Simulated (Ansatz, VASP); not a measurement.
## Li4TeO5 (Li4TeO5 (P-1)): VASP beside Ansatz

One calculation is typed for both programs; each brings its own data sets. How far apart do they land? Of the first pair: The structure shown is the start of the Ansatz relaxation below; VASP solves that cell, so the two are compared at the walk's first step.

Main program and level: Ansatz 0.2.0; plane waves, with VASP 6.6.1 beside it; single point at PBEsol.

**1. Set-up**

The cell holds 160 atoms: 64 Li, 16 Te and 80 O. Cell: a = 10.221 Å, b = 10.342 Å, c = 15.526 Å, α = 107.7°, β = 102.0°, γ = 101.7°.

**2. Ansatz: relaxation, PBEsol**

Ansatz runs on its default PAW (the set named soft_2) files.

The two programs are compared at the cell with which this relaxation starts, whose forces are those of its first step.

Contents of input.yaml:

```yaml
crystal:
  lattice:
    - [10.2209602822, -0.0012269107, -0.0003648986]
    - [-2.0915641107, 10.12863549, 0.0041404348]
    - [-3.2349738241, -5.4902455656, 14.1582282498]
  atoms:
    - { symbol: Li, position: [0.2119536706, 0.4015763603, 0.1589784746] }
    - { symbol: Li, position: [0.2880463295, 0.0984236397, 0.3410215254] }
    - { symbol: Li, position: [0.0, 0.0, 0.25] }
    - { symbol: Li, position: [0.25, 0.0, 0.0] }
    - { symbol: Li, position: [0.1137715204, 0.1965537506, 0.4438115146] }
    - { symbol: Li, position: [0.3862284796, 0.3034462494, 0.0561884854] }
    - { symbol: Li, position: [0.1479828158, 0.3067443732, 0.3020091926] }
    - { symbol: Li, position: [0.3520171842, 0.1932556268, 0.1979908074] }
    - { symbol: Te, position: [0.44554753, 0.3945584032, 0.3939558063] }
    - { symbol: Te, position: [0.05445247, 0.1054415968, 0.1060441937] }
    - { symbol: O, position: [0.2873422851, 0.3045785825, 0.4235426634] }
    - { symbol: O, position: [0.2126577149, 0.1954214175, 0.0764573366] }
    - { symbol: O, position: [0.0253199641, 0.281599221, 0.1655034672] }
    - { symbol: O, position: [0.4746800359, 0.218400779, 0.3344965328] }
    - { symbol: O, position: [0.0666531512, 0.4148653883, 0.022236088] }
    - { symbol: O, position: [0.4333468488, 0.0851346117, 0.477763912] }
    - { symbol: O, position: [0.109914301, 0.495319717, 0.375198662] }
    - { symbol: O, position: [0.390085699, 0.004680283, 0.124801338] }
    - { symbol: O, position: [0.1686085866, 0.091427727, 0.2142142267] }
    - { symbol: O, position: [0.3313914134, 0.408572273, 0.2857857732] }
    - { symbol: Li, position: [0.2119536706, 0.4015763603, 0.6589784746] }
    - { symbol: Li, position: [0.2880463295, 0.0984236397, 0.8410215254] }
    - { symbol: Li, position: [0.0, 0.0, 0.75] }
    - { symbol: Li, position: [0.25, 0.0, 0.5] }
    - { symbol: Li, position: [0.1137715204, 0.1965537506, 0.9438115146] }
    - { symbol: Li, position: [0.3862284796, 0.3034462494, 0.5561884854] }
    - { symbol: Li, position: [0.1479828158, 0.3067443732, 0.8020091926] }
    - { symbol: Li, position: [0.3520171842, 0.1932556268, 0.6979908074] }
    - { symbol: Te, position: [0.44554753, 0.3945584032, 0.8939558063] }
    - { symbol: Te, position: [0.05445247, 0.1054415968, 0.6060441937] }
[... 124 atom lines left out ...]
    - { symbol: O, position: [0.5666531512, 0.9148653883, 0.522236088] }
    - { symbol: O, position: [0.9333468488, 0.5851346117, 0.977763912] }
    - { symbol: O, position: [0.609914301, 0.995319717, 0.875198662] }
    - { symbol: O, position: [0.890085699, 0.504680283, 0.624801338] }
    - { symbol: O, position: [0.6686085866, 0.591427727, 0.7142142268] }
    - { symbol: O, position: [0.8313914134, 0.908572273, 0.7857857732] }
basis:
  ecutwfc: 420
  xc_grid: 2
hamiltonian:
  xc: pbesol
kpoints:
  mp_grid: { grid: [1, 1, 1] }
scf:
  occupations: { method: fermi_dirac, width: 0.01 }
  max_iter: 80
output:
  forces: true
relax:
  f_tol: 0.01
  max_steps: 120
  random_displacement: { amplitude: 0.08, seed: 57 }
checkpoint:
  write: "../pristine.rattled.run"
  compress: false
  write_wavefunctions: false
  write_every: 100000
```

Run with:

```console
$ ansatz run input.yaml --threads 4 --pin off --max-ram 15073MiB --backend cpu --events-out ev --progress --plain --runs-dir out
```

Numbers of over 12 decimals in the logs are rounded to 6 here.

The log of the run:

```text
Engine: ansatz 0.2.0, aarch64-unknown-linux-gnu
Pseudopotentials: kind: paw
Pseudopotential: Li, paw, valence charge 3, recommended cutoff 420 eV (normal), Li.paw.azcp
Pseudopotential: Te, paw, valence charge 16, recommended cutoff 420 eV (normal), Te.paw.azcp
Pseudopotential: O, paw, valence charge 6, recommended cutoff 420 eV (normal), O.paw.azcp
Functional definition: PBEsol
  exchange = pbesol_x
  correlation = pbesol_c
Crystal: 160 atoms, lattice volume = 1465.902 Å³
Basis set: ecut = 420 eV, 28641 PW (Γ), exchange–correlation on 144×144×216 points (8 copies of the dense FFT grid, shifted against one another)
Bands: 624, of which v1, the nominal top of the filled ones, is band 464 counted from 1 (463 counted from 0)
Symmetry: 1 space group operations
k-points: 1
Non-local potential: Li, projectors of the file, l = 0: 3, l = 1: 2, l = 2: 1
Non-local potential: Te, projectors of the file, l = 0: 2, l = 1: 2, l = 2: 2, l = 3: 2
Non-local potential: O, projectors of the file, l = 0: 2, l = 1: 2, l = 2: 1
PAW form: soft (Blöchl's): semilocal exchange-correlation on the pseudo side does not see the compensation charge
PAW frozen core: Te, regenerated for the run's functional, and the local potential with it (the file was generated under x = pbe(κ = 0.804, μ = 0.219515), c = pbe(β = 0.066725))
PAW frozen core: O, regenerated for the run's functional, and the local potential with it (the file was generated under x = pbe(κ = 0.804, μ = 0.219515), c = pbe(β = 0.066725))
PAW one-centre angular grid: Li, 110 points (default); XC on 64 Gauss nodes
PAW one-centre angular grid: Te, 590 points (default); XC on 64 Gauss nodes
PAW one-centre angular grid: O, 110 points (default); XC on 64 Gauss nodes
Initial density: superposition of atomic densities (neutral atoms: chi_scale 0, normalization atom), corrected by the library's trained network
Initial wavefunctions: pseudopotential atomic-orbital guess
Functional: x = pbesol(κ = 0.804, μ = 0.123457), c = pbesol(β = 0.046)
SCF iter   1: F=—  HF=-168362.826021 eV  |F-HF|=—  |Δ(HF+E_count)|=         —  Δρ=1.34e-2  dr2=2.09e0  ethr=1.77e-3  ⟨swp⟩=5.0  Hψ=2467  notcnv=0  defer=142
preconditioner: auto → Resta (q_TF=auto, 2.528 Å⁻¹)  ε∞=3.4  [insulator: Δε(μ)=2.486 eV  Ē_g=15.729 eV  σ=0.010 eV  W_gap=1.00  n_scr=402 (ndim 8)  ℏωp=24.5 eV  f_vac=0.000  D(μ)=0.00/eV (n_scr^D=0)  ε∞_Penn≈3.4]
SCF iter   2: F=—  HF=-168362.247019 eV  |F-HF|=—  |Δ(HF+E_count)|=   5.79e-1  Δρ=4.58e-3  dr2=3.08e-1  ethr=2.25e-4  ⟨swp⟩=2.0  Hψ=808  notcnv=0  defer=156
SCF iter   3: F=—  HF=-168362.166628 eV  |F-HF|=—  |Δ(HF+E_count)|=   8.04e-2  Δρ=9.15e-4  dr2=1.14e-2  ethr=3.32e-5  ⟨swp⟩=2.0  Hψ=791  notcnv=0  defer=156
SCF iter   4: F=—  HF=-168362.165183 eV  |F-HF|=—  |Δ(HF+E_count)|=   1.45e-3  Δρ=2.44e-4  dr2=1.11e-3  ethr=1.22e-6  ⟨swp⟩=4.0  Hψ=714  notcnv=0  defer=156
SCF iter   5: F=—  HF=-168362.167321 eV  |F-HF|=—  |Δ(HF+E_count)|=   2.14e-3  Δρ=4.88e-5  dr2=8.08e-5  ethr=1.20e-7  ⟨swp⟩=2.0  Hψ=863  notcnv=0  defer=156
SCF iter   6: F=—  HF=-168362.167307 eV  |F-HF|=—  |Δ(HF+E_count)|=   1.43e-5  Δρ=1.95e-5  dr2=9.57e-6  ethr=8.71e-9  ⟨swp⟩=2.0  Hψ=709  notcnv=0  defer=156
SCF iter   7: F=-168362.167304 eV  HF=-168362.167304 eV  |F-HF|=7.12e-7  |Δ(HF+E_count)|=   2.46e-6  Δρ=6.10e-6  dr2=8.98e-7  ethr=2.69e-10  ⟨swp⟩=4.0  Hψ=1780  notcnv=0
SCF 1 converged in 7 iterations: F = -168362.167304 eV  dr2 = 8.98e-7
  greatest PAW one-centre occupation: 1.000 electrons in one spin orbital (limit 2), on the Li atom at site 102 (counted from 0), in its partial waves of l = 0
relax step   1: F+E_penalty+E_count = -168362.16730368 eV  Δ(F+E_penalty+E_count) = +0.000e0 eV  max|allowed force component| = 5.806e0 eV/Å  Δτ_max = 0.0000 Å  (7 SCF iters, dr2 threshold 2.50e-6 eV, accepted)
Initial density: handed on by an earlier stage of this run
Initial wavefunctions: those handed on with the density
iter 1 solved again at ethr=2.42e-4 eV; its pass at ethr=3.10e-3 eV (dr2=2.24e0 eV) is discarded
SCF iter   1: F=—  HF=-168367.814942 eV  |F-HF|=—  |Δ(HF+E_count)|=         —  Δρ=1.90e-2  dr2=2.27e0  ethr=2.42e-4  ⟨swp⟩=1.0  Hψ=2480  notcnv=0  defer=153
preconditioner: auto → Resta (q_TF=auto, 2.528 Å⁻¹)  ε∞=3.4  [insulator: Δε(μ)=2.876 eV  Ē_g=15.819 eV  σ=0.010 eV  W_gap=1.00  n_scr=402 (ndim 8)  ℏωp=24.5 eV  f_vac=0.000  D(μ)=0.00/eV (n_scr^D=0)  ε∞_Penn≈3.4]
SCF iter   2: F=—  HF=-168367.283588 eV  |F-HF|=—  |Δ(HF+E_count)|=   5.31e-1  Δρ=8.46e-3  dr2=5.16e-1  ethr=2.42e-4  ⟨swp⟩=3.0  Hψ=878  notcnv=0  defer=153
SCF iter   3: F=—  HF=-168367.191617 eV  |F-HF|=—  |Δ(HF+E_count)|=   9.20e-2  Δρ=1.51e-3  dr2=5.03e-2  ethr=5.56e-5  ⟨swp⟩=5.0  Hψ=887  notcnv=0  defer=153
SCF iter   4: F=—  HF=-168367.183254 eV  |F-HF|=—  |Δ(HF+E_count)|=   8.36e-3  Δρ=3.25e-4  dr2=3.17e-3  ethr=5.42e-6  ⟨swp⟩=3.0  Hψ=1052  notcnv=0  defer=153
[...]
- { symbol: O, position: [0.474579, 0.717822, 0.334699] }
    - { symbol: O, position: [0.066575, 0.914649, 0.022484] }
    - { symbol: O, position: [0.433034, 0.584852, 0.478048] }
    - { symbol: O, position: [0.109802, 0.994886, 0.375382] }
    - { symbol: O, position: [0.389860, 0.504609, 0.125201] }
    - { symbol: O, position: [0.168257, 0.590971, 0.214322] }
    - { symbol: O, position: [0.331235, 0.907751, 0.285762] }
    - { symbol: Li, position: [0.211522, 0.901214, 0.658977] }
    - { symbol: Li, position: [0.287390, 0.598020, 0.841196] }
    - { symbol: Li, position: [-0.000449762, 0.499283, 0.749986] }
    - { symbol: Li, position: [0.249673, 0.499643, 0.500231] }
    - { symbol: Li, position: [0.113369, 0.696072, 0.943829] }
    - { symbol: Li, position: [0.385790, 0.802865, 0.556175] }
    - { symbol: Li, position: [0.147688, 0.806285, 0.802078] }
    - { symbol: Li, position: [0.351395, 0.693078, 0.698028] }
    - { symbol: Te, position: [0.445330, 0.894015, 0.894003] }
    - { symbol: Te, position: [0.054041, 0.604973, 0.606133] }
    - { symbol: O, position: [0.287133, 0.803885, 0.923501] }
    - { symbol: O, position: [0.212217, 0.695075, 0.576585] }
    - { symbol: O, position: [0.024918, 0.781094, 0.665513] }
    - { symbol: O, position: [0.474561, 0.717866, 0.834659] }
    - { symbol: O, position: [0.066608, 0.914708, 0.522529] }
    - { symbol: O, position: [0.433039, 0.584920, 0.978117] }
    - { symbol: O, position: [0.109767, 0.994940, 0.875361] }
    - { symbol: O, position: [0.389822, 0.504754, 0.625202] }
    - { symbol: O, position: [0.168215, 0.591065, 0.714325] }
    - { symbol: O, position: [0.331198, 0.907871, 0.785780] }
    - { symbol: Li, position: [0.711357, 0.401195, 0.159161] }
    - { symbol: Li, position: [0.787912, 0.097927, 0.341165] }
    - { symbol: Li, position: [0.500137, -0.0029593, 0.249130] }
    - { symbol: Li, position: [0.749856, -0.000356758, 0.000128484] }
    - { symbol: Li, position: [0.613376, 0.195684, 0.443504] }
    - { symbol: Li, position: [0.885854, 0.303010, 0.056389] }
    - { symbol: Li, position: [0.647483, 0.306282, 0.302080] }
    - { symbol: Li, position: [0.851771, 0.192813, 0.198119] }
    - { symbol: Te, position: [0.945190, 0.394086, 0.394110] }
    - { symbol: Te, position: [0.554250, 0.104790, 0.106061] }
    - { symbol: O, position: [0.787027, 0.303932, 0.423603] }
    - { symbol: O, position: [0.712381, 0.194915, 0.076517] }
    - { symbol: O, position: [0.525047, 0.280818, 0.165490] }
    - { symbol: O, position: [0.974505, 0.218040, 0.334749] }
    - { symbol: O, position: [0.566394, 0.414846, 0.022615] }
    - { symbol: O, position: [0.933208, 0.084657, 0.477915] }
    - { symbol: O, position: [0.609635, 0.495103, 0.375518] }
[...]
- { symbol: Li, position: [0.711128, 0.401217, 0.659124] }
    - { symbol: Li, position: [0.787809, 0.098017, 0.841074] }
    - { symbol: Li, position: [0.500007, -0.00228835, 0.749333] }
    - { symbol: Li, position: [0.749855, -0.000369138, 0.500127] }
    - { symbol: Li, position: [0.613410, 0.195878, 0.943573] }
    - { symbol: Li, position: [0.885756, 0.303049, 0.556423] }
    - { symbol: Li, position: [0.647393, 0.306536, 0.802028] }
    - { symbol: Li, position: [0.851703, 0.192795, 0.698074] }
    - { symbol: Te, position: [0.945147, 0.394165, 0.894088] }
    - { symbol: Te, position: [0.554241, 0.104818, 0.606049] }
[...]
- { symbol: Te, position: [0.945469, 0.894255, 0.394221] }
    - { symbol: Te, position: [0.554179, 0.605207, 0.106338] }
[...]
- { symbol: Li, position: [0.711912, 0.901285, 0.659122] }
    - { symbol: Li, position: [0.787890, 0.598084, 0.841247] }
    - { symbol: Li, position: [0.499314, 0.502603, 0.751378] }
    - { symbol: Li, position: [0.749647, 0.499594, 0.500208] }
    - { symbol: Li, position: [0.613762, 0.696547, 0.944272] }
    - { symbol: Li, position: [0.886069, 0.803276, 0.556567] }
    - { symbol: Li, position: [0.648065, 0.806415, 0.802260] }
    - { symbol: Li, position: [0.851756, 0.692993, 0.698214] }
    - { symbol: Te, position: [0.945423, 0.894314, 0.894192] }
    - { symbol: Te, position: [0.554163, 0.605290, 0.606332] }
[...]
- { symbol: O, position: [0.524933, 0.781436, 0.665638] }
    - { symbol: O, position: [0.974538, 0.718196, 0.834806] }
    - { symbol: O, position: [0.566489, 0.914361, 0.522282] }
    - { symbol: O, position: [0.932949, 0.584601, 0.977870] }
    - { symbol: O, position: [0.609653, 0.994626, 0.875154] }
    - { symbol: O, position: [0.889705, 0.504347, 0.624965] }
    - { symbol: O, position: [0.668283, 0.591508, 0.714591] }
    - { symbol: O, position: [0.831258, 0.908299, 0.786031] }
```

**3. VASP: single point, PBEsol, start cell, pair 1**

The same cell, functional, mesh and smearing now go to VASP, with its own data sets.

Lines of VASP's logs that name or quote its potential files are left out, and so is its time.

Contents of INCAR:

```
SYSTEM = Li4TeO5
PREC = Accurate
ENCUT = 650
EDIFF = 1E-06
NELM = 120
ISMEAR = -1
SIGMA = 0.01
LREAL = Auto
ALGO = Normal
GGA = PS
NBANDS = 496
LORBIT = 11
LWAVE = .FALSE.
LCHARG = .FALSE.
ISIF = 2
LASPH = .TRUE.
GGA_COMPAT = .FALSE.
EFERMI = MIDGAP
```

Contents of POSCAR:

```
Li4TeO5
1.0
   10.2209602822     -0.0012269107     -0.0003648986
   -2.0915641107     10.1286354900      0.0041404348
   -3.2349738241     -5.4902455656     14.1582282498
Li Te O
64 16 80
Direct
    0.2149124371      0.3980635425      0.1626140096
    0.2930615958      0.1060289954      0.3419401670
    0.9968028871      0.9998645551      0.2542675065
    0.2515388339      0.0058143349      0.9976412100
    0.1186673779      0.1986513986      0.4490587866
    0.3925445360      0.3090888642      0.0605398826
    0.1528637898      0.3103626436      0.3073497380
    0.3510641752      0.1876424722      0.2005619723
    0.2160194340      0.4087324298      0.6634028870
    0.2875698769      0.1042790225      0.8456046874
    0.0051920169      0.0049308682      0.7551078631
    0.2548312174      0.0002030615      0.4965703351
    0.1077665581      0.1894289832      0.9426057251
    0.3928360501      0.3020753098      0.5591800388
    0.1464188735      0.2998347297      0.7974259055
    0.3500126504      0.1850708010      0.6947465652
    0.2135892632      0.8998049128      0.1636921170
    0.2962551523      0.6022611584      0.3430730452
    0.0080747545      0.5008030329      0.2503921636
    0.2494171714      0.5078706063      0.0021372877
    0.1082792657      0.6951593470      0.4466548453
    0.3848484359      0.8017042042      0.0606563909
    0.1492835041      0.8036716220      0.3061607602
    0.3567260707      0.6976071964      0.1957087937
    0.2054984311      0.9000971833      0.6545352306
    0.2816792889      0.5920255706      0.8405107850
    0.9988158915      0.4927022896      0.7509163844
    0.2434474378      0.4964465946      0.4953674432
    0.1127614403      0.7001000973      0.9488880382
    0.3872505531      0.7957026507      0.5551094115
[... 124 atom lines left out ...]
    0.5703362475      0.9214342217      0.5210401928
    0.9394695639      0.5818156320      0.9792874925
    0.6035321183      0.9942067372      0.8708088019
    0.8868846434      0.4985312566      0.6265323125
    0.6667343597      0.5871788566      0.7175332206
    0.8357202698      0.9047053798      0.7826206700
```

Contents of KPOINTS:

```
Automatic mesh
0
Gamma
1 1 1
0 0 0
```

PAW data sets: Li_sv, Te and O (PBE family, release 64).

Run with:

```console
$ export OMP_NUM_THREADS=3
$ mpirun -np 1 vasp_gam
```

The log of the run:

```text
[banner, memory and clock lines left out]
running    1 mpi-ranks, on    1 nodes
[...]
Offloading initialized ...    1 GPUs detected
[...]
|                                                                             |
|               ----> ADVICE to this user running VASP <----                  |
|                                                                             |
|     You enforced a specific xc type in the INCAR file but a different       |
|     [... a line on the potential file left out ...]
|     I HOPE YOU KNOW WHAT YOU ARE DOING!                                     |
|                                                                             |

 LDA part: xc-table for (Slater+PW92), standard interpolation
 POSCAR, INCAR and KPOINTS ok, starting setup
[...]
entering main loop
       N       E                     dE             d eps       ncg     rms          rms(c)
DAV:   1     0.113581367880E+05    0.11358E+05   -0.47495E+05  1016   0.205E+03
DAV:   2     0.382968337409E+03   -0.10975E+05   -0.10339E+05  1272   0.546E+02
DAV:   3    -0.882981595261E+03   -0.12659E+04   -0.12495E+04  1248   0.186E+02
DAV:   4    -0.999479047788E+03   -0.11650E+03   -0.11576E+03  1608   0.449E+01
[...]
DAV:  16    -0.883635723541E+03   -0.10457E-05   -0.17602E-05  1368   0.599E-03    0.359E-02
DAV:  17    -0.883635725556E+03   -0.20146E-05   -0.51625E-06  1080   0.527E-03    0.127E-02
DAV:  18    -0.883635725231E+03    0.32468E-06   -0.33235E-06   968   0.496E-03
   1 F= -.88363573E+03 E0= -.88363573E+03  d E =0.000000E+00
```

From OUTCAR (step 3):

```text
  Total       17.5144579      7.5354082     12.0982181      7.8954047     -8.6350492      2.4064730
  in kB       19.1426666      8.2359276     13.2229131      8.6293907     -9.4377953      2.6301876
[...]
7.56870      1.81992      5.50006         0.015180      0.922352      6.053542
      5.18073      0.50394      1.49312        -3.487569     -1.638840      1.183852
      5.94033     -0.87192     12.72650         0.136222     -3.271709     -3.122007
      3.52182     -2.26784      8.65183        -1.758795      0.203692     -5.572220
      6.47745      6.83753      5.61559         1.570063      1.677870     -1.519234
      4.08271      5.47810      1.47748        -1.723616      2.228296      2.107810
      4.87768      4.09395     12.71047         2.549089      1.615309     -1.596515
      2.37625      2.75792      8.59561         3.542327      3.634508      0.951813
      0.99685      0.77958      5.95930        -1.048678     -0.494559      0.667850
      1.52948      1.53155      1.00917        -0.866667     -0.479420      0.896060
     -0.86947      1.98494      2.41273         0.460852     -1.329347     -0.838187
      3.35282      0.30640      4.72738        -0.592992      1.797011      0.712799
     -0.33173      4.05294      0.29929         0.946821      0.219491      0.507366
[...]
-----------------------------------------------------------------------------------
    total drift:                               -0.026938     -0.041389     -0.037923

  FREE ENERGIE OF THE ION-ELECTRON SYSTEM (eV)
  ---------------------------------------------------
  free  energy   TOTEN  =      -883.6357252310 eV

  energy  without entropy=     -883.6357252310  energy(sigma->0) =     -883.63572523

[... 2 further parts left out ...]
[key lines of the parts left out:]
E-fermi :   4.9479
```

The run ends at a pressure of 1.35 GPa, with forces up to 7.0 eV/Å.

**4. Side by side**

Known differences besides the potentials themselves: the data sets hold 928 valence electrons in Ansatz (on its default PAW (the set named soft_2) files) and 768 in VASP; the cutoff is 420 eV in Ansatz and 650 eV in VASP (PREC = Accurate, projectors in real space); Ansatz makes its cores anew for this functional, VASP keeps those of its PBE data sets. Total energies have different zeros and are not compared.

Forces on 8 of the 160 atoms, those with the largest forces and the largest differences (eV/Å; atoms numbered as in POSCAR):

| atom | Ansatz x, y, z | VASP x, y, z |
| --- | --- | --- |
| Te65 | -1.064, -2.175, -4.199 | -1.105, -2.187, -4.267 |
| Te67 | 2.041, -1.497, 3.903 | 2.132, -1.527, 4.133 |
| Te69 | 0.687, 5.806, -1.631 | 0.731, 6.027, -1.621 |
| Te70 | -3.021, -4.680, 3.820 | -3.142, -4.888, 3.870 |
| Te73 | 0.009, 0.840, 5.746 | 0.015, 0.922, 6.054 |
| Te76 | -1.701, 0.238, -5.281 | -1.759, 0.204, -5.572 |
| Te80 | 3.365, 3.538, 1.005 | 3.542, 3.635, 0.952 |
| O139 | 2.177, -1.434, 3.195 | 2.298, -1.556, 3.425 |

The forces differ by 56 meV/Å r.m.s., which is 5.1 % of the r.m.s. force of 1.086 eV/Å (both taken over all components).

(Continued in part 2 of 2.)

[Lines on the potential files, build, host, timing and source positions are cut from VASP's logs without a mark.]

[Logs are printed without paths, hosts, clocks, repeated set-up lines and the standing remarks that a program may print on its own settings, such as how far it seeks lower states.]

[Hosts, paths, dates, database ids (printed as entryN), source tags and the programs' standing remarks are cut or masked in the printed files.]
